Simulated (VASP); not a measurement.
Data:

```xyz
6
Lattice="3.3048 0.0000 0.0000 -1.6524 2.8620 0.0000 0.0000 0.0000 18.9818" Properties=species:S:1:pos:R:3 pbc="T T T"
Te     0.0000     1.9080    10.8602
Te     0.0000     1.9080     7.0917
Mo     0.0000     1.9080     2.4461
Mo     1.6524     0.9540     8.9780
S      1.6524     0.9540     0.9422
S      1.6524     0.9540     3.9555
```

The numbers are results of PBEsol GGA, VASP's PBE PAW potentials (set 64) (plane waves; VASP), not measurements. Numerical set-up: 400 eV cut-off, Gaussian smearing of 0.050 eV, potentials Te Mo_sv S.

The cell holds a wide vacuum, so values per volume refer to the whole cell.

Question: Give the energies of bands 17 to 30 at the high-symmetry points, in eV from the Fermi level.

Answer: 
```
band      Γ      M      K      A      L      H
----  -----  -----  -----  -----  -----  -----
17    -3.35  -5.22  -5.20  -3.35  -5.22  -5.20
18    -3.06  -4.53  -4.88  -3.06  -4.53  -4.88
19    -3.06  -3.77  -4.63  -3.06  -3.77  -4.63
20    -2.15  -2.83  -4.04  -2.15  -2.83  -4.04
21    -1.55  -2.62  -3.91  -1.55  -2.62  -3.91
22    -1.55  -2.44  -3.10  -1.55  -2.44  -3.10
23    -1.38  -2.37  -3.06  -1.38  -2.37  -3.06
24    -0.70  -1.85  -2.33  -0.70  -1.85  -2.33
25    -0.70  -1.22  -1.41  -0.70  -1.22  -1.41
26    -0.52   0.05  -0.30  -0.52   0.05  -0.30
27     1.23   0.58  -0.11   1.23   0.58  -0.11
28     1.23   1.05   1.05   1.23   1.05   1.05
29     1.62   1.64   1.42   1.62   1.64   1.42
30     1.62   1.82   2.00   1.62   1.82   2.00
```

It has no gap at this level: it comes out as a metal or semimetal.

The cell is a sheet with vacuum, built from a database entry that may be metastable or hypothetical.
